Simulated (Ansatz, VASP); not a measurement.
# NbAu2: VASP beside Ansatz

One calculation is typed for both programs; each brings its own data sets. How far apart do they land? The cell is taken from a series of runs on this material, whose earlier steps may have relaxed, scaled, displaced or heated it; both programs get it as it stands.

Method: plane waves, with VASP 6.6.1 beside it; relaxation of cell and atoms at PBEsol, in Ansatz 0.2.0.

## Step 1: The structure

The structure is hexagonal, space group P6/mmm (No. 191). Conventional cell: a = 4.621 Å, b = 4.621 Å, c = 2.729 Å, α = 90.00°, β = 90.00°, γ = 120.00°. Nb has 2 Nb at 2.73 Å and 12 Au at 3.00 Å nearest. Au has 5 Au at 2.67 to 2.73 Å and 6 Nb at 3.00 Å nearest. Farther neighbours are not listed.

As a file:

```cif
data_structure
_symmetry_space_group_name_H-M 'P 1'
_symmetry_Int_Tables_number 1
_cell_length_a 4.6208
_cell_length_b 4.6208
_cell_length_c 2.7291
_cell_angle_alpha 90.000
_cell_angle_beta 90.000
_cell_angle_gamma 120.000
_cell_volume 50.47
loop_
_atom_site_label
_atom_site_type_symbol
_atom_site_fract_x
_atom_site_fract_y
_atom_site_fract_z
_atom_site_occupancy
Nb1 Nb 0.00000 0.00000 0.00000 1
Au2 Au 0.33333 0.66667 0.50000 1
Au3 Au 0.66667 0.33333 0.50000 1
```

## Step 2: VASP: relaxation of cell and atoms, PBEsol

The relaxed volume is the usual yardstick between codes: in a stiff, nearly cubic crystal its relative difference is about their pressure difference at one cell divided by the bulk modulus.

Lines of VASP's logs that name or quote its potential files are left out, and so is its time.

Contents of INCAR:

```
SYSTEM = NbAu2
PREC = Accurate
ENCUT = 500
EDIFF = 1E-07
NELM = 120
ISMEAR = 1
SIGMA = 0.2
LREAL = .FALSE.
ALGO = Normal
GGA = PS
NBANDS = 23
LASPH = .TRUE.
LORBIT = 11
LWAVE = .FALSE.
LCHARG = .FALSE.
ISIF = 3
IBRION = 2
NSW = 80
EDIFFG = -0.005
GGA_COMPAT = .FALSE.
NELMIN = 4
```

Contents of POSCAR:

```
NbAu2
1.0
    4.6208330000      0.0000000000      0.0000000000
   -2.3104160000      4.0017590000      0.0000000000
    0.0000000000      0.0000000000      2.7291160000
Nb Au
1 2
Direct
    0.0000000000      0.0000000000      0.0000000000
    0.3333332195      0.6666665834      0.5000000000
    0.6666665640      0.3333334166      0.5000000000
```

Contents of KPOINTS:

```
Automatic mesh
0
Gamma
6 6 9
0 0 0
```

PAW data sets: Nb_sv and Au (PBE family, release 64).

Command:

```console
mpirun -np 1 vasp_std
```

Numbers of over 12 decimals in the logs are rounded to 6 here.

The program printed:

```text
[banner, memory and clock lines left out]
running    1 mpi-ranks, on    1 nodes
 distrk:  each k-point on    1 cores,    1 groups
 distr:  one band on    1 cores,    1 groups

 POSCAR found type information on POSCAR NbAu
 POSCAR found :  2 types and       3 ions
|                                                                             |
|               ----> ADVICE to this user running VASP <----                  |
|                                                                             |
|     You enforced a specific xc type in the INCAR file but a different       |
|     [... a line on the potential file left out ...]
|     I HOPE YOU KNOW WHAT YOU ARE DOING!                                     |
|                                                                             |

 LDA part: xc-table for (Slater+PW92), standard interpolation
 POSCAR, INCAR and KPOINTS ok, starting setup
 FFT: planning ... GRIDC
 FFT: planning ... GRID_SOFT
 FFT: planning ... GRID
 WAVECAR not read
 entering main loop
       N       E                     dE             d eps       ncg     rms          rms(c)
DAV:   1     0.289291105209E+03    0.28929E+03   -0.18276E+04  1610   0.147E+03
DAV:   2    -0.973802135228E+01   -0.29903E+03   -0.28866E+03  1925   0.446E+02
DAV:   3    -0.211360342952E+02   -0.11398E+02   -0.11239E+02  2457   0.757E+01
DAV:   4    -0.215364330955E+02   -0.40040E+00   -0.39952E+00  2191   0.128E+01
DAV:   5    -0.215480738411E+02   -0.11641E-01   -0.11638E-01  2500   0.196E+00    0.157E+01
DAV:   6    -0.197298397530E+02    0.18182E+01   -0.61324E+00  1708   0.206E+01    0.100E+01
DAV:   7    -0.194452449792E+02    0.28459E+00   -0.12221E+00  2282   0.958E+00    0.457E+00
DAV:   8    -0.193738746705E+02    0.71370E-01   -0.23663E-01  1758   0.397E+00    0.245E+00
DAV:   9    -0.193692509210E+02    0.46237E-02   -0.16978E-02  2056   0.115E+00    0.209E-01
DAV:  10    -0.193687379464E+02    0.51297E-03   -0.17241E-03  2177   0.328E-01    0.102E-01
DAV:  11    -0.193687506278E+02   -0.12681E-04   -0.14889E-04  2153   0.102E-01    0.324E-02
DAV:  12    -0.193687501391E+02    0.48869E-06   -0.10117E-05  2232   0.330E-02    0.827E-03
DAV:  13    -0.193687499457E+02    0.19342E-06   -0.44935E-07  1912   0.547E-03    0.139E-03
DAV:  14    -0.193687499396E+02    0.61059E-08   -0.26284E-08  1169   0.155E-03
   1 F= -.19368750E+02 E0= -.19366625E+02  d E =-.193687E+02
[...]
2 F= -.19368771E+02 E0= -.19366578E+02  d E =-.207727E-04
[...]
3 F= -.19368826E+02 E0= -.19366665E+02  d E =-.758790E-04
[...]
4 F= -.19368820E+02 E0= -.19366653E+02  d E =0.572769E-05
 trial-energy change:    0.000006  1 .order    0.000005   -0.000015    0.000025
 step:   0.3150(harm=  0.3447)  dis= 0.00000  next Energy=   -19.368828 (dE=-0.257E-05)
 bond charge predicted
       N       E                     dE             d eps       ncg     rms          rms(c)
DAV:   1    -0.193689129193E+02   -0.92804E-04   -0.22592E-03  1659   0.457E-01    0.596E-02
DAV:   2    -0.193688393524E+02    0.73567E-04   -0.25412E-04  1928   0.143E-01    0.313E-02
DAV:   3    -0.193688284500E+02    0.10902E-04   -0.39597E-05  2300   0.569E-02    0.126E-02
DAV:   4    -0.193688266638E+02    0.17862E-05   -0.10922E-05  2416   0.246E-02    0.105E-02
DAV:   5    -0.193688274895E+02   -0.82569E-06   -0.12817E-06  2604   0.707E-03    0.396E-03
DAV:   6    -0.193688281063E+02   -0.61681E-06   -0.73408E-07  2626   0.503E-03    0.173E-03
DAV:   7    -0.193688282613E+02   -0.15500E-06   -0.45983E-08  1046   0.186E-03    0.379E-04
DAV:   8    -0.193688282739E+02   -0.12589E-07   -0.99489E-09   861   0.105E-03
   5 F= -.19368828E+02 E0= -.19366665E+02  d E =-.245527E-05
 curvature:  -0.18 expect dE=-0.359E-07 dE for cont linesearch -0.229E-07
 trial: gam=-0.08900 g(F)=  0.997E-41 g(S)=  0.195E-06 ort = 0.148E-05 (trialstep = 0.790E+00)
 search vector abs. value=  0.715E-07
 reached required accuracy - stopping structural energy minimisation
```

Parts of OUTCAR (step 2):

```text
ion  position               nearest neighbor table
   1  0.000  0.000  0.000-   2 3.00   2 3.00   3 3.00   3 3.00   2 3.00   2 3.00   3 3.00   3 3.00
                             3 3.00   3 3.00   2 3.00   2 3.00
   2  0.333  0.667  0.500-   3 2.67   3 2.67   3 2.67   1 3.00   1 3.00   1 3.00   1 3.00   1 3.00
                             1 3.00
   3  0.667  0.333  0.500-   2 2.67   2 2.67   2 2.67   1 3.00   1 3.00   1 3.00   1 3.00   1 3.00
                             1 3.00

  LATTYP: Found a hexagonal cell.
 ALAT       =     4.6208330000
 C/A-ratio  =     0.5906112599

 Subroutine GETGRP returns: Found 24 space group operations
 (whereof 24 operations were pure point group operations)

The static configuration has the point symmetry D_6h.

 Found     35 irreducible k-points:

   k-points           NKPTS =     35   k-points in BZ     NKDIM =     35   number of bands    NBANDS=     23

   dimension x,y,z NGX =    36 NGY =   36 NGZ =   20
   dimension x,y,z NGXF=    72 NGYF=   72 NGZF=   40

   ENCUT  =  500.0 eV  36.75 Ry    6.06 a.u.   8.42  8.42  4.98*2*pi/ulx,y,z

   NELECT =      35.0000    total number of electrons

 k-points in reciprocal lattice and weights: Automatic mesh
   0.00000000  0.00000000  0.00000000       0.003
   0.16666667  0.00000000  0.00000000       0.019
   0.33333333  0.00000000  0.00000000       0.019
   0.50000000  0.00000000  0.00000000       0.009
   0.16666667  0.16666667  0.00000000       0.019
   0.33333333  0.16666667  0.00000000       0.037
   0.33333333  0.33333333  0.00000000       0.006
   0.00000000  0.00000000  0.11111111       0.006
   0.16666667  0.00000000  0.11111111       0.037
[...]
0.33333333  0.16666667  0.44444444       0.074
   0.33333333  0.33333333  0.44444444       0.012

 average (electrostatic) potential at core
       1 -77.9393       2 -63.1820       3 -63.1820

 E-fermi :  11.0686

 k-point     1 :       0.0000    0.0000    0.0000
  band No.  band energies     occupation
    ...
     14       7.7949      2.00000
     15       7.7949      2.00000
     16       8.8299      2.00000
     17       8.9590      2.00000
     18       8.9590      2.00000
     19      13.9508     -0.00000
     20      13.9989     -0.00000
     21      13.9989     -0.00000
     22      17.2213      0.00000
     23      17.2213      0.00000

 k-point     2 :       0.1667    0.0000    0.0000
  band No.  band energies     occupation
    ...
     14       7.8112      2.00000
     15       7.8751      2.00000
     16       8.6876      2.00000
     17       8.9204      2.00000
     18       9.0446      2.00000
     19      13.8607     -0.00000
     20      14.0160     -0.00000
     21      14.5092     -0.00000
     22      15.2241      0.00000
     23      15.4144      0.00000

 k-point     3 :       0.3333    0.0000    0.0000
  band No.  band energies     occupation
    ...
     14       7.7351      2.00000
     15       8.0100      2.00000
     16       8.3652      2.00000
     17       8.9720      2.00000
     18       9.5977      2.00000
     19      12.6458     -0.00000
     20      13.2518     -0.00000
     21      13.6926     -0.00000
     22      14.0506     -0.00000
     23      16.3597      0.00000

  Total        0.0020959      0.0020959      0.0018338      0.0000000      0.0000000      0.0000000
  in kB        0.0665701      0.0665701      0.0582456      0.0000000      0.0000000      0.0000000
  external PRESSURE =       0.0637953 kB  Pullay stress =       0.0000000 kB

  energy-cutoff  :      500.00
  volume of cell :       50.44
      direct lattice vectors                 reciprocal lattice vectors
     4.617955117 -0.000000000 -0.000000000     0.216546063  0.125022893 -0.000000000
    -2.308977059  3.999266680 -0.000000000     0.000000000  0.250045841 -0.000000000
    -0.000000000  0.000000000  2.731338935     0.000000000  0.000000000  0.366120801

 POSITION                                       TOTAL-FORCE (eV/Angst)
 -----------------------------------------------------------------------------------
      0.00000      0.00000      0.00000        -0.000000      0.000000      0.000000
     -0.00000      2.66618      1.36567        -0.000000     -0.000000      0.000000
      2.30898      1.33309      1.36567         0.000000      0.000000      0.000000
 -----------------------------------------------------------------------------------
    total drift:                                0.000254      0.000000     -0.000000

  FREE ENERGIE OF THE ION-ELECTRON SYSTEM (eV)
  ---------------------------------------------------
  free  energy   TOTEN  =       -19.3688282739 eV

  energy  without entropy=      -19.3623397633  energy(sigma->0) =      -19.36666544

 reached required accuracy - stopping structural energy minimisation

 total charge
# of ion       s       p       d       tot
------------------------------------------
    1        2.162   5.985   2.399  10.545
    2        0.653   0.541   8.629   9.823
    3        0.653   0.541   8.629   9.823
--------------------------------------------------
tot          3.468   7.067  19.657  30.191

[... 3 further parts left out ...]
```

CONTCAR:

```
NbAu2
   1.00000000000000
     4.6179551174459412   -0.0000000003596472   -0.0000000000000000
    -2.3089770593458376    3.9992666803391028   -0.0000000000000000
    -0.0000000000000000    0.0000000000000000    2.7313389351372028
  Nb              Au
     1     2
Direct
     0.0000000000000000    0.0000000000000000    0.0000000000000000
     0.3333332194999983    0.6666665834000014    0.5000000000000000
     0.6666665640000033    0.3333334165999986    0.5000000000000000
```

[end of part 1 of 2]

[Lines on the potential files, build, host, timing and source positions are cut from VASP's logs without a mark.]

[Logs are printed without paths, hosts, clocks, repeated set-up lines and the standing remarks that a program may print on its own settings, such as how far it seeks lower states.]

[Hosts, paths, dates, database ids (printed as entryN), source tags and the programs' standing remarks are cut or masked in the printed files.]
